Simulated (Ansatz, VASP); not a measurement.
# Te2Mo in two plane-wave programs

Wanted: the spread between two codes on one cell, functional and k mesh. The cell is taken from a series of runs on this material, whose earlier steps may have relaxed, scaled, displaced or heated it; both programs get it as it stands. Other levels of theory on this material are compared in a session of their own.

Program: Ansatz 0.2.0. Level of theory: plane waves, with VASP 6.6.1 beside it; relaxation of cell and atoms at LDA. Results are calculated unless marked as measured.

### Step 1. Set-up

Symmetry: P-6m2, No. 187, hexagonal system. Conventional cell: a = 3.467 Å, b = 3.467 Å, c = 17.521 Å, α = 90.00°, β = 90.00°, γ = 120.00°. Nearest to Te lie 3 Mo at 2.69 Å. Mo has 6 Te at 2.69 Å nearest. Farther neighbours and most contacts between anions are not listed.

### Step 2. VASP: relaxation of cell and atoms, LDA

The relaxed volume is the usual yardstick between codes: in a stiff, nearly cubic crystal its relative difference is about their pressure difference at one cell divided by the bulk modulus.

Lines of VASP's logs that name or quote its potential files are left out, and so is its time.

File INCAR:

```
SYSTEM = Te2Mo
PREC = Accurate
ENCUT = 500
EDIFF = 1E-07
NELM = 120
ISMEAR = 0
SIGMA = 0.01
LREAL = .FALSE.
ALGO = Normal
GGA = CA
NBANDS = 19
LASPH = .TRUE.
LORBIT = 11
LWAVE = .FALSE.
LCHARG = .FALSE.
ISIF = 3
IBRION = 2
NSW = 80
EDIFFG = -0.005
GGA_COMPAT = .FALSE.
NELMIN = 4
EFERMI = MIDGAP
KPAR = 2
```

File POSCAR:

```
Te2Mo
1.0
    3.4666370000      0.0000000000      0.0000000000
   -1.7333180000      3.0021960000      0.0000000000
    0.0000000000      0.0000000000     17.5208910000
Te Mo
2 1
Direct
    0.3333332372      0.6666666667      0.8975435096
    0.3333332372      0.6666666667      0.1024564904
    0.0000000000      0.0000000000      0.0000000000
```

File KPOINTS:

```
Automatic mesh
0
Gamma
9 9 2
0 0 0
```

Potentials, in the order of the species: Te and Mo_sv (LDA family, release 64).

On the command line:

```bash
mpirun -np 2 vasp_std
```

Numbers of over 12 decimals in the logs are rounded to 6 here.

What it wrote:

```text
[banner, memory and clock lines left out]
running    2 mpi-ranks, on    1 nodes
 distrk:  each k-point on    1 cores,    2 groups
 distr:  one band on    1 cores,    1 groups

 POSCAR found type information on POSCAR TeMo
 POSCAR found :  2 types and       3 ions
 LDA part: xc-table for (Slater(with rela. corr.)+CA(PZ))
 , standard interpolation
 POSCAR, INCAR and KPOINTS ok, starting setup
 FFT: planning ... GRIDC
 FFT: planning ... GRID_SOFT
 FFT: planning ... GRID
 WAVECAR not read
 entering main loop
       N       E                     dE             d eps       ncg     rms          rms(c)
DAV:   1     0.128763357736E+03    0.12876E+03   -0.11475E+04  1256   0.107E+03
DAV:   2    -0.130268363511E+02   -0.14179E+03   -0.13865E+03  1228   0.235E+02
DAV:   3    -0.209834197959E+02   -0.79566E+01   -0.78958E+01  1220   0.460E+01
DAV:   4    -0.211838258729E+02   -0.20041E+00   -0.20021E+00  1317   0.727E+00
DAV:   5    -0.211857946633E+02   -0.19688E-02   -0.19687E-02  1239   0.774E-01    0.168E+01
DAV:   6    -0.207085230012E+02    0.47727E+00   -0.34608E+00   988   0.119E+01    0.609E+00
DAV:   7    -0.206696076431E+02    0.38915E-01   -0.32583E+00   983   0.927E+00    0.447E+00
DAV:   8    -0.204741851108E+02    0.19542E+00   -0.96667E-01   998   0.563E+00    0.135E+00
DAV:   9    -0.204750900197E+02   -0.90491E-03   -0.65690E-02  1106   0.139E+00    0.776E-01
DAV:  10    -0.204709826658E+02    0.41074E-02   -0.26309E-02  1044   0.106E+00    0.129E-01
DAV:  11    -0.204711935752E+02   -0.21091E-03   -0.93085E-04   996   0.201E-01    0.790E-02
DAV:  12    -0.204713163286E+02   -0.12275E-03   -0.12749E-04  1086   0.567E-02    0.521E-02
DAV:  13    -0.204715297051E+02   -0.21338E-03   -0.53450E-04   954   0.116E-01    0.491E-02
DAV:  14    -0.204715669623E+02   -0.37257E-04   -0.14834E-05  1168   0.224E-02    0.382E-02
DAV:  15    -0.204716616357E+02   -0.94673E-04   -0.65744E-05   955   0.425E-02    0.939E-03
DAV:  16    -0.204716979566E+02   -0.36321E-04   -0.90408E-06  1075   0.135E-02    0.527E-03
DAV:  17    -0.204717586282E+02   -0.60672E-04   -0.39425E-06  1034   0.574E-03    0.667E-03
DAV:  18    -0.204718077785E+02   -0.49150E-04   -0.33165E-06  1032   0.803E-03    0.803E-03
DAV:  19    -0.204718161634E+02   -0.83850E-05   -0.41650E-07   996   0.409E-03    0.250E-03
DAV:  20    -0.204718252075E+02   -0.90440E-05   -0.45134E-07   840   0.244E-03    0.157E-03
DAV:  21    -0.204718260871E+02   -0.87964E-06   -0.30376E-08   866   0.718E-04    0.718E-04
DAV:  22    -0.204718267089E+02   -0.62179E-06   -0.19639E-08   730   0.391E-04    0.350E-04
DAV:  23    -0.204718267620E+02   -0.53050E-07   -0.16283E-09   654   0.213E-04
   1 F= -.20471827E+02 E0= -.20471827E+02  d E =-.204718E+02
 curvature:   0.00 expect dE= 0.000E+00 dE for cont linesearch  0.000E+00
 trial: gam= 0.00000 g(F)=  0.283E-03 g(S)=  0.889E-03 ort = 0.000E+00 (trialstep = 0.100E+01)
 search vector abs. value=  0.117E-02
 bond charge predicted
       N       E                     dE             d eps       ncg     rms          rms(c)
DAV:   1    -0.204847199118E+02   -0.12893E-01   -0.27227E-01  1020   0.481E+00    0.112E+00
DAV:   2    -0.204797146641E+02    0.50052E-02   -0.18722E-01   999   0.268E+00    0.613E-01
DAV:   3    -0.204719309296E+02    0.77837E-02   -0.60608E-02   980   0.122E+00    0.238E-01
DAV:   4    -0.204713911807E+02    0.53975E-03   -0.21973E-03  1010   0.333E-01    0.680E-02
DAV:   5    -0.204712681031E+02    0.12308E-03   -0.70030E-04  1066   0.177E-01    0.609E-02
DAV:   6    -0.204712465787E+02    0.21524E-04   -0.14827E-04  1013   0.595E-02    0.215E-02
DAV:   7    -0.204712492837E+02   -0.27050E-05   -0.10121E-05  1023   0.257E-02    0.122E-02
DAV:   8    -0.204712539815E+02   -0.46978E-05   -0.16221E-06   983   0.788E-03    0.887E-03
DAV:   9    -0.204712598462E+02   -0.58647E-05   -0.24181E-06   954   0.671E-03    0.281E-03
DAV:  10    -0.204712641255E+02   -0.42792E-05   -0.98984E-07   845   0.348E-03    0.154E-03
DAV:  11    -0.204712664862E+02   -0.23607E-05   -0.51878E-07   870   0.196E-03    0.127E-03
DAV:  12    -0.204712696526E+02   -0.31664E-05   -0.15597E-07   854   0.128E-03    0.817E-04
DAV:  13    -0.204712723677E+02   -0.27151E-05   -0.75721E-08   773   0.735E-04    0.563E-04
DAV:  14    -0.204712731936E+02   -0.82591E-06   -0.19003E-08   770   0.561E-04    0.267E-04
DAV:  15    -0.204712734376E+02   -0.24396E-06   -0.36454E-09   648   0.192E-04    0.111E-04
DAV:  16    -0.204712735167E+02   -0.79135E-07   -0.16910E-09   656   0.103E-04
   2 F= -.20471274E+02 E0= -.20471274E+02  d E =0.553245E-03
 trial-energy change:    0.000553  1 .order    0.000545   -0.001172    0.002261
 step:   0.3380(harm=  0.3414)  dis= 0.00088  next Energy=   -20.472025 (dE=-0.198E-03)
 bond charge predicted
       N       E                     dE             d eps       ncg     rms          rms(c)
DAV:   1    -0.204778389494E+02   -0.65655E-02   -0.11864E-01  1020   0.318E+00    0.760E-01
DAV:   2    -0.204753661844E+02    0.24728E-02   -0.76030E-02   996   0.172E+00    0.396E-01
DAV:   3    -0.204723277480E+02    0.30384E-02   -0.25537E-02   968   0.796E-01    0.161E-01
DAV:   4    -0.204720478895E+02    0.27986E-03   -0.10891E-03  1010   0.232E-01    0.437E-02
DAV:   5    -0.204719957498E+02    0.52140E-04   -0.29677E-04  1066   0.116E-01    0.451E-02
DAV:   6    -0.204719933502E+02    0.23996E-05   -0.77500E-05   987   0.426E-02    0.177E-02
DAV:   7    -0.204719981078E+02   -0.47576E-05   -0.84344E-06   970   0.229E-02    0.879E-03
DAV:   8    -0.204720044949E+02   -0.63871E-05   -0.11033E-06   984   0.683E-03    0.571E-03
DAV:   9    -0.204720143273E+02   -0.98325E-05   -0.16824E-06   922   0.415E-03    0.175E-03
DAV:  10    -0.204720192189E+02   -0.48916E-05   -0.55538E-07   985   0.197E-03    0.115E-03
DAV:  11    -0.204720224049E+02   -0.31860E-05   -0.62573E-07   890   0.241E-03    0.121E-03
DAV:  12    -0.204720233028E+02   -0.89789E-06   -0.12461E-07   937   0.108E-03    0.276E-04
DAV:  13    -0.204720237398E+02   -0.43693E-06   -0.72744E-08   862   0.754E-04    0.627E-04
DAV:  14    -0.204720238660E+02   -0.12620E-06   -0.13424E-08   796   0.338E-04    0.263E-04
DAV:  15    -0.204720239179E+02   -0.51968E-07   -0.33697E-09   656   0.226E-04
   3 F= -.20472024E+02 E0= -.20472024E+02  d E =-.197156E-03
 curvature:  -0.17 expect dE=-0.467E-06 dE for cont linesearch -0.516E-10
 trial: gam= 0.00183 g(F)=  0.138E-05 g(S)=  0.135E-05 ort = 0.595E-06 (trialstep = 0.868E+00)
 search vector abs. value=  0.274E-05
 reached required accuracy - stopping structural energy minimisation
```

Parts of OUTCAR (step 2):

```text
ion  position               nearest neighbor table
   1  0.333  0.667  0.898-   3 2.69   3 2.69   3 2.69   2 3.59
   2  0.333  0.667  0.102-   3 2.69   3 2.69   3 2.69   1 3.59
   3  0.000  0.000  0.000-   1 2.69   2 2.69   1 2.69   2 2.69   1 2.69   2 2.69

  LATTYP: Found a hexagonal cell.
 ALAT       =     3.4666370000
 C/A-ratio  =     5.0541464249

 Subroutine GETGRP returns: Found 12 space group operations
 (whereof 12 operations were pure point group operations)

The static configuration has the point symmetry D_3h.

 Found     24 irreducible k-points:

   k-points           NKPTS =     24   k-points in BZ     NKDIM =     24   number of bands    NBANDS=     19

   dimension x,y,z NGX =    28 NGY =   28 NGZ =  128
   dimension x,y,z NGXF=    56 NGYF=   56 NGZF=  256

   ENCUT  =  500.0 eV  36.75 Ry    6.06 a.u.   6.32  6.32 31.94*2*pi/ulx,y,z

   NELECT =      26.0000    total number of electrons

 k-points in reciprocal lattice and weights: Automatic mesh
   0.00000000  0.00000000  0.00000000       0.006
   0.11111111  0.00000000  0.00000000       0.037
   0.22222222 -0.00000000  0.00000000       0.037
   0.33333333 -0.00000000  0.00000000       0.037
   0.44444444 -0.00000000  0.00000000       0.037
   0.11111111  0.11111111  0.00000000       0.037
   0.22222222  0.11111111  0.00000000       0.074
   0.33333333  0.11111111  0.00000000       0.074
   0.44444444  0.11111111  0.00000000       0.037
[...]
0.33333333  0.22222222  0.50000000       0.074
   0.33333333  0.33333333  0.50000000       0.012

 average (electrostatic) potential at core
       1 -94.6103       2 -94.6103       3 -81.1313

 E-fermi :   0.7901

 k-point     1 :       0.0000    0.0000    0.0000
  band No.  band energies     occupation
    ...
      9      -1.4716      2.00000
     10      -1.4716      2.00000
     11      -0.6478      2.00000
     12      -0.6477      2.00000
     13      -0.4182      2.00000
     14       3.5324      0.00000
     15       3.5324      0.00000
     16       3.8450      0.00000
     17       3.8450      0.00000
     18       4.5084      0.00000
    ...

 k-point     2 :       0.1111    0.0000    0.0000
  band No.  band energies     occupation
    ...
      9      -1.8526      2.00000
     10      -1.3179      2.00000
     11      -0.8773      2.00000
     12      -0.5457      2.00000
     13      -0.4206      2.00000
     14       2.8714      0.00000
     15       2.8842      0.00000
     16       3.4587      0.00000
     17       3.6702      0.00000
     18       4.7763      0.00000
    ...

 k-point     3 :       0.2222   -0.0000    0.0000
  band No.  band energies     occupation
    ...
      9      -2.6581      2.00000
     10      -1.3732      2.00000
     11      -0.9036      2.00000
     12      -0.8368      2.00000
     13      -0.5972      2.00000
     14       1.8311      0.00000
     15       2.4694      0.00000
     16       2.7102      0.00000
     17       3.9047      0.00000
     18       5.2839      0.00000
    ...

  Total       -0.0064483     -0.0064483      0.0009054     -0.0000000     -0.0000000      0.0000000
  in kB       -0.0565357     -0.0565357      0.0079382     -0.0000000     -0.0000000      0.0000000
  external PRESSURE =      -0.0350444 kB  Pullay stress =       0.0000000 kB

  energy-cutoff  :      500.00
  volume of cell :      182.74
      direct lattice vectors                 reciprocal lattice vectors
     3.468622115  0.000000000  0.000000000     0.288298917  0.166449393  0.000000000
    -1.734310557  3.003915160  0.000000000    -0.000000000  0.332898882  0.000000000
     0.000000000  0.000000000 17.538214962     0.000000000  0.000000000  0.057018345

 POSITION                                       TOTAL-FORCE (eV/Angst)
 -----------------------------------------------------------------------------------
      0.00000      2.00261     15.74042        -0.000000     -0.000000     -0.003789
      0.00000      2.00261      1.79779        -0.000000     -0.000000      0.003789
     -0.00000      0.00000      0.00000         0.000000      0.000000      0.000000
 -----------------------------------------------------------------------------------
    total drift:                                0.000170      0.000006      0.000000

  FREE ENERGIE OF THE ION-ELECTRON SYSTEM (eV)
  ---------------------------------------------------
  free  energy   TOTEN  =       -20.4720239179 eV

  energy  without entropy=      -20.4720239179  energy(sigma->0) =      -20.47202392

 reached required accuracy - stopping structural energy minimisation

 total charge
# of ion       s       p       d       tot
------------------------------------------
    1        1.390   2.004   0.070   3.463
    2        1.390   2.004   0.070   3.463
    3        2.264   6.157   4.044  12.465
--------------------------------------------------
tot          5.043  10.165   4.183  19.392

[... 3 further parts left out ...]
```

CONTCAR:

```
Te2Mo
   1.00000000000000
     3.4686221148588623    0.0000000003306105    0.0000000000000000
    -1.7343105568567967    3.0039151602340439    0.0000000000000000
     0.0000000000000000    0.0000000000000000   17.5382149624210797
  Te              Mo
     2     1
Direct
     0.3333332372000015    0.6666666667000030    0.8974928227777996
     0.3333332372000015    0.6666666667000030    0.1025071772222003
     0.0000000000000000    0.0000000000000000    0.0000000000000000
```

The run keeps the 12 symmetry operations of its start, so it cannot find a distortion of lower symmetry.

(Continued in part 2 of 2.)

[Lines on the potential files, build, host, timing and source positions are cut from VASP's logs without a mark.]

[Logs are printed without paths, hosts, clocks, repeated set-up lines and the standing remarks that a program may print on its own settings, such as how far it seeks lower states.]

[Hosts, paths, dates, database ids (printed as entryN), source tags and the programs' standing remarks are cut or masked in the printed files.]
